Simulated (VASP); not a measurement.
Here is the system:

```xyz
1
Lattice="-1.6426 1.6426 1.6426 1.6426 -1.6426 1.6426 1.6426 1.6426 -1.6426" Properties=species:S:1:pos:R:3 pbc="T T T"
Ta     0.0000     0.0000     0.0000
```

The numbers are results of PBE GGA with D3 dispersion (zero damping), VASP's PBE PAW potentials (set 64) (plane waves; VASP 6.6.1), not measurements. Numerical set-up: 520 eV cut-off, 17×17×17 Γ-centred mesh, tetrahedra with Blöchl corrections, potentials Ta_pv.

Unless said otherwise, spin-orbit coupling is left out, though it shifts the bands of the heavy elements here.

Q: What does the run give for the energy per atom (σ→0), band gap (on the k-mesh) with the smallest direct gap where there is one?

A: 
- band gap (on the k-mesh): none (metal, semimetal or under 0.01 eV)
- energy per atom (σ→0): -12403 meV/atom

The compound is Ta in the bcc structure. It was relaxed first.
